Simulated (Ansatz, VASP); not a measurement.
# Cross-check of TiTe2 between VASP and Ansatz, part 2 of 2

Wanted: the spread between two codes on one cell, functional and k mesh. The cell is taken from a series of runs on this material, whose earlier steps may have relaxed, scaled, displaced or heated it; both programs get it as it stands.

VASP 6.6.1 and Ansatz 0.2.0.

So far: Starting point; VASP: zone-centre phonons, PBE with D3(BJ).

## 3. Ansatz: zone-centre phonons, PBE with D3(BJ)

Level of this step: Ansatz beside VASP: Kohn-Sham DFT, plane waves, PBE with D3(BJ) (Ansatz).

Ansatz runs on its PAW soft_1 files.

The same cell, functional, mesh and smearing now go to Ansatz, which takes its cutoff from its data sets.

File input.yaml:

```yaml
crystal:
  lattice:
    - [3.6966448396, 0.0, 0.0]
    - [-1.8483224198, 3.2013883398, 0.0]
    - [0.0, 0.0, 6.3853363143]
  atoms:
    - { symbol: Ti, position: [0.0, 0.0, 0.0] }
    - { symbol: Te, position: [0.6666666667, 0.3333333333, 0.2710643552] }
    - { symbol: Te, position: [0.3333333333, 0.6666666667, 0.7289356448] }
kpoints:
  mp_grid: { grid: [15, 15, 8] }
hamiltonian:
  xc: pbe
  dispersion: d3bj
  pseudopotentials: { kind: paw, azcp: { folder: soft_1 } }
scf:
  occupations: { method: methfessel_paxton, width: 0.2 }
output:
  eigenvalues: true
phonons:
  method: dfpt
```

The run is started by

```sh
$ ansatz run input.yaml --threads 16 --pin off --max-ram 61440MiB --backend cuda --events-out ev --progress --plain --runs-dir out --max-vram 78GiB
```

Numbers of over 12 decimals in the logs are rounded to 6 here.

The program printed:

```text
Engine: ansatz 0.2.0, aarch64-unknown-linux-gnu
Pseudopotentials: kind: paw
Pseudopotential: Ti, paw, valence charge 12, recommended cutoff 420 eV (normal), soft_1/Ti.paw.azcp
Pseudopotential: Te, paw, valence charge 16, recommended cutoff 420 eV (normal), soft_1/Te.paw.azcp
Functional definition: PBE
  parameter kappa = 0.804
  parameter beta = 0.066725
  exchange = pbe_x(kappa = kappa, mu = beta*pi^2/3)
  correlation = pbe_c(beta = beta)
device memory: the entry about to start is reckoned to put 15.8 GiB on a device that reports 133.9 GiB free (of which the cap on the GPU budget leaves the run 78.0 GiB)
GPU FFT provider: cuFFT
GPU libraries: cuBLAS 13.8.1, cuFFT 12.4.0, cuSOLVER 12.3.2
GPU matrix products: emulated (plane waves: as basis.precision tells), large ones in fixed point in workspaces of 1.00 GiB
Crystal: 3 atoms, lattice volume = 75.567 Å³
Basis set: ecut = 420 eV, 1485 PW (Γ), exchange–correlation on 50×50×90 points (8 copies of the dense FFT grid, shifted against one another)
Bands: 27, of which v1, the nominal top of the filled ones, is band 22 counted from 1 (21 counted from 0)
Symmetry: 12 space group operations
k-points: 488 of 1800 (irreducible under 2 space group operations, time reversal used)
Non-local potential: Ti, projectors of the file, l = 0: 3, l = 1: 2, l = 2: 3, l = 3: 1
Non-local potential: Te, projectors of the file, l = 0: 2, l = 1: 2, l = 2: 2, l = 3: 1
PAW form: soft (Blöchl's): semilocal exchange-correlation on the pseudo side does not see the compensation charge
PAW one-centre angular grid: Ti, 590 points (default); XC on 64 Gauss nodes
PAW one-centre angular grid: Te, 590 points (default); XC on 64 Gauss nodes
Initial density: superposition of atomic densities (chi_scale 0.1, normalization cell, long waves kept (reshape's long-wave potential 0.05 eV rms))
Initial wavefunctions: pseudopotential atomic-orbital guess
GPU buffer pool allocated for 28125 grid points (all kernels)
GPU transforms: local potential and band sums: pruned to the plane-wave sphere, on 25×25×45
Functional: x = pbe(κ = 0.804, μ = 0.219515), c = pbe(β = 0.066725)
SCF iter   1: F=—  HF=-16466.801443 eV  |F-HF|=—  |Δ(HF+E_count)|=         —  Δρ=1.42e-1  dr2=4.52e1  ethr=3.10e-3  ⟨swp⟩=5.5  Hψ=55121  notcnv=0
preconditioner: auto → Kerker (q_TF=auto, 2.493 Å⁻¹)  [metal: Δε(μ)=0.011 eV  Ē_g=5.731 eV  σ=0.200 eV  W_gap=0.05  n_scr=22 (ndim 8)  ℏωp=17.1 eV  f_vac=0.000  D(μ)=1.72/eV (n_scr^D=10)]
SCF iter   2: F=—  HF=-16464.716629 eV  |F-HF|=—  |Δ(HF+E_count)|=    2.08e0  S|Δr|=    0.00e0  Δρ=7.68e-2  dr2=1.58e1  ethr=3.10e-3  ⟨swp⟩=2.8  Hψ=19722  notcnv=0
SCF iter   3: F=—  HF=-16463.433141 eV  |F-HF|=—  |Δ(HF+E_count)|=    1.28e0  S|Δr|=    0.00e0  Δρ=1.58e-2  dr2=7.49e-1  ethr=3.10e-3  ⟨swp⟩=3.0  Hψ=19716  notcnv=0
SCF iter   4: F=—  HF=-16463.371923 eV  |F-HF|=—  |Δ(HF+E_count)|=   6.12e-2  S|Δr|=    0.00e0  Δρ=3.94e-3  dr2=2.50e-2  ethr=1.70e-3  ⟨swp⟩=1.5  Hψ=17456  notcnv=0
SCF iter   5: F=—  HF=-16463.371559 eV  |F-HF|=—  |Δ(HF+E_count)|=   3.64e-4  S|Δr|=    0.00e0  Δρ=1.67e-3  dr2=3.82e-3  ethr=5.69e-5  ⟨swp⟩=2.0  Hψ=16035  notcnv=0
SCF iter   6: F=—  HF=-16463.371951 eV  |F-HF|=—  |Δ(HF+E_count)|=   3.92e-4  S|Δr|=    0.00e0  Δρ=6.92e-4  dr2=5.03e-4  ethr=8.68e-6  ⟨swp⟩=2.0  Hψ=17058  notcnv=0
SCF iter   7: F=—  HF=-16463.372064 eV  |F-HF|=—  |Δ(HF+E_count)|=   1.14e-4  S|Δr|=    0.00e0  Δρ=3.36e-4  dr2=1.34e-4  ethr=1.14e-6  ⟨swp⟩=2.5  Hψ=20443  notcnv=0
SCF iter   8: F=—  HF=-16463.371867 eV  |F-HF|=—  |Δ(HF+E_count)|=   1.97e-4  S|Δr|=    0.00e0  Δρ=1.06e-4  dr2=1.32e-5  ethr=3.05e-7  ⟨swp⟩=2.5  Hψ=17607  notcnv=0
SCF iter   9: F=—  HF=-16463.371867 eV  |F-HF|=—  |Δ(HF+E_count)|=   5.74e-7  S|Δr|=    0.00e0  Δρ=2.36e-5  dr2=3.66e-7  ethr=3.00e-8  ⟨swp⟩=3.0  Hψ=26159  notcnv=0
SCF iter  10: F=—  HF=-16463.372029 eV  |F-HF|=—  |Δ(HF+E_count)|=   1.62e-4  S|Δr|=    0.00e0  Δρ=6.42e-6  dr2=4.43e-8  ethr=8.31e-10  ⟨swp⟩=3.0  Hψ=25075  notcnv=0
SCF iter  11: F=—  HF=-16463.372029 eV  |F-HF|=—  |Δ(HF+E_count)|=   1.05e-8  S|Δr|=    0.00e0  Δρ=2.44e-6  dr2=6.38e-9  ethr=1.01e-10  ⟨swp⟩=2.1  Hψ=16215  notcnv=0
SCF iter  12: F=—  HF=-16463.372029 eV  |F-HF|=—  |Δ(HF+E_count)|=  6.33e-10  S|Δr|=    0.00e0  Δρ=5.90e-7  dr2=3.96e-10  ethr=1.45e-11  ⟨swp⟩=2.0  Hψ=17071  notcnv=0
SCF iter  13: F=—  HF=-16463.372029 eV  |F-HF|=—  |Δ(HF+E_count)|=  5.82e-11  S|Δr|=    0.00e0  Δρ=1.75e-7  dr2=3.35e-11  ethr=1.00e-12  ⟨swp⟩=2.4  Hψ=16254  notcnv=0
SCF iter  14: F=-16463.372029 eV  HF=-16463.372029 eV  |F-HF|=3.64e-12  |Δ(HF+E_count)|=  3.64e-12  S|Δr|=    0.00e0  Δρ=4.55e-8  dr2=2.10e-12  ethr=1.00e-12  ⟨swp⟩=6.0  Hψ=56581  notcnv=0
SCF 1 converged in 14 iterations: F = -16463.372029 eV  dr2 = 2.10e-12
  greatest PAW one-centre occupation: 0.999 electrons in one spin orbital (limit 2), on the Ti atom at site 0 (counted from 0), in its partial waves of l = 0
device memory: the entry about to start is reckoned to put 0.1 GiB (of the 0.4 GiB reckoned in all, the device holds 0.3 GiB already) on a device that reports 133.2 GiB free (of which the cap on the GPU budget leaves the run 77.7 GiB)
device memory: the entry about to start is reckoned to put 4.6 GiB on a device that reports 133.2 GiB free (of which the cap on the GPU budget leaves the run 77.7 GiB)
NSCF: frozen V_eff on 192 k-points, pencils in batches of 32, up to order 108
device memory: the entry about to start is reckoned to put 4.6 GiB on a device that reports 133.2 GiB free (of which the cap on the GPU budget leaves the run 77.7 GiB)
NSCF: frozen V_eff on 192 k-points
device memory: the entry about to start is reckoned to put 8.5 GiB (of the 8.6 GiB reckoned in all, the device holds 0.1 GiB already) on a device that reports 133.1 GiB free (of which the cap on the GPU budget leaves the run 77.6 GiB)
DFPT response loops at q = (0, 0, 0) (fractional): preconditioner auto → Kerker (q_TF=auto, 2.493 Å⁻¹) (partly filled bands, converged f_vac=0.006); β = 1.00, the filter's whole step (`scf.mixing.beta` (0.50) is not read by the response loops under this deck's `scf.mixing.preconditioner`; to damp them name `kerker` or `kerker_dos`, under which they read `scf.mixing.beta`, and type it under 1.00, their step now; both keys bind the ground state too); Anderson in place of MSR1; while a model of the screening serves, it and β = 1 on shorter waves in the place of filter and β
SCF converged after 14 iterations
Stability not checked: this state was not tested for a lower state beside it, because cold or Methfessel-Paxton smearing, or corrected tetrahedra, fill the levels in a way that the test cannot read (fill_not_monotonic; see scf.lower_state_search)
Free energy (F): -16463.372029 eV
Harris-Foulkes:  -16463.372029 eV  (|F-HF|=3.64e-12)
Internal energy: -16463.373269 eV  (E = F + TS)
E sigma→0 (E₀):  -16463.372339 eV
Entropy (-TS):   0.001240 eV (0.413 meV/atom)
Fermi energy:    11.250373 eV
--- Per-component energies (eV) ---
  E_band       = -629.678105
  E_kinetic    = 626.391177
  E_local      = -4005.921606  (includes V_loc(G=0)·N_el)
  E_nonlocal   = 193.747156
  E_hartree    = 1937.133433
  E_xc         = -361.754351
  E_vxc        = -350.351261  (∫ρ·V_xc dr)
  E_paw        = -10385.965184  (= ΣΔE_a)
  E_vpaw       = -967.810560  (= ΣTr[D̂ρ^β])
  E_aug_tail   = 0.000101  (compensation charges beyond the density's cutoff)
  E_ewald      = -4465.436314
  E_disp       = -1.567679  (pairwise vdW)
  E_smearing   = 0.001240  (= −TS)
  E_closure    = -0.000000  (closes the sum)
  Σ components = -16463.372029   (vs F -16463.372029, Δ=0.00e0)
--- Band table (eV; the first three rows and the last of 488) ---
  k-point 0: bands = [... 18 lower, 9.6251, 11.4728, 11.6774, 11.6774, 11.9285, 12.5081, 12.5081, 14.3289, ... 1 higher]
  k-point 1: bands = [... 18 lower, 9.6381, 10.9928, 11.6752, 11.6752, 12.1060, 12.4357, 12.4357, 14.4192, ... 1 higher]
  k-point 2: bands = [... 18 lower, 9.6706, 10.1029, 11.6701, 11.6701, 12.2403, 12.2779, 12.2779, 14.6228, ... 1 higher]
  k-point 487: bands = [... 18 lower, 8.0689, 8.5068, 9.0904, 9.7761, 11.9146, 12.6914, 12.8291, 13.2450, ... 1 higher]
--- Phonons (Γ-DFPT): 4 representative perturbations + reference (Σ response iterations 20) ---
  ASR residual: 2.238e-5 → 0.000e0 eV/Å²; symmetrization residual: 1.412e-10 eV/Å²
  pairwise dispersion correction: d3bj (s6 = 1.0, s8 = 0.7875, a1 = 0.4289, a2_bohr = 4.4407), with the weights of each atom's references fixed at the reference crystal's, and the forces and stress that the weights' published response gives there kept as a pressure on the atom's counted neighbours (hamiltonian.dispersion)
  ASR residual per site (eV/Å²): 6.92e-6 2.24e-5 2.24e-5
  Γ frequencies (cm⁻¹): 0.00 0.00 0.00 101.96 101.96 150.71 188.15 188.15 282.39
  non-analytic LO–TO correction: not included (Born effective charges unavailable; polar crystals: no LO–TO splitting at Γ)
```

## 4. Differences

Known differences besides the potentials themselves: the data sets hold 44 valence electrons in Ansatz (on its PAW soft_1 files) and 24 in VASP; the cutoff is 420 eV in Ansatz and 500 eV in VASP; Ansatz takes the dispersion share of the force constants at frozen C6 weights, VASP differentiates the full forces; VASP uses finite displacements, Ansatz perturbation theory. Total energies have different zeros and are not compared.

Both answers:

```tsv
quantity	Ansatz	VASP	difference
optical mode 1 to 2 (cm⁻¹)	102.0	101.9	+0.03 %
optical mode 3 (cm⁻¹)	150.7	150.6	+0.10 %
optical mode 4 to 5 (cm⁻¹)	188.2	188.7	-0.31 %
optical mode 6 (cm⁻¹)	282.4	282.6	-0.07 %
```

Modes are paired by rising frequency, not by their patterns, so a pair may set unlike modes beside each other; they are those without the splitting of longitudinal modes.

## 5. Outcome

* r.m.s. difference of the optical zone-centre modes, each program's sorted by frequency (zone-centre phonons, PBE with D3(BJ)): 0.35 cm⁻¹

The r.m.s. difference of the optical zone-centre modes, each program's sorted by frequency is 0.35 cm⁻¹ (zone-centre phonons, PBE with D3(BJ)). The data sets hold unlike numbers of valence electrons (44 in Ansatz and 24 in VASP), so part of the differences comes from the potentials. Such differences can come from data sets, numerical settings and the points named under the comparisons, not from the functional's error against experiment.

[Lines on the potential files, build, host, timing and source positions are cut from VASP's logs without a mark.]

[Logs are printed without paths, hosts, clocks, repeated set-up lines and the standing remarks that a program may print on its own settings, such as how far it seeks lower states.]

[Hosts, paths, dates, database ids (printed as entryN), source tags and the programs' standing remarks are cut or masked in the printed files.]
